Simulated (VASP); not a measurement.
**GdTe (space group Fm-3m): computed properties**

All values below come from PBEsol GGA, VASP's PBE PAW potentials (set 64) (plane waves; VASP).

For GdTe, the space group comes out as Fm-3m (225) and the cell comes out as a = 6.1174 Å, b = 6.1174 Å, c = 6.1174 Å, α = 90.00°, β = 90.00°, γ = 90.00°. The volume per atom is 28.62 Å^3/atom and the band gap (over mesh and band path) is none (metal, semimetal or under 0.01 eV). The density comes out as 8.26 g/cm³.

GdTe is taken in the cubic space group Fm-3m (No. 225), the rock salt structure, Pearson symbol cF8. Conventional cell: a = b = c = 6.117 Å, α = β = γ = 90.00°. Gd on 4a is surrounded by 6 Te at 3.059 Å (octahedral). Te on 4b has 6 Gd at 3.059 Å (octahedral). (Neighbours: up to the widest gap in distance over summed covalent radii, below 1.35, at either atom; cation-cation and far metal-metal contacts left out.)
(The calculation used a cell of 2 atoms; values per cell refer to that cell.)

The 4f electrons are frozen in the core of the lanthanide potential, so 4f levels, which can set the real gap, and their magnetism are missing. Unless said otherwise, spin-orbit coupling is left out, though it shifts the bands of the heavy elements here.

The structure comes from a computed database's GdTe entry (Fm-3m); how it stands against other phases isn't given here. It was relaxed first, which changed the volume by -5 %. Symmetry was kept, so distortions that lower it aren't found.
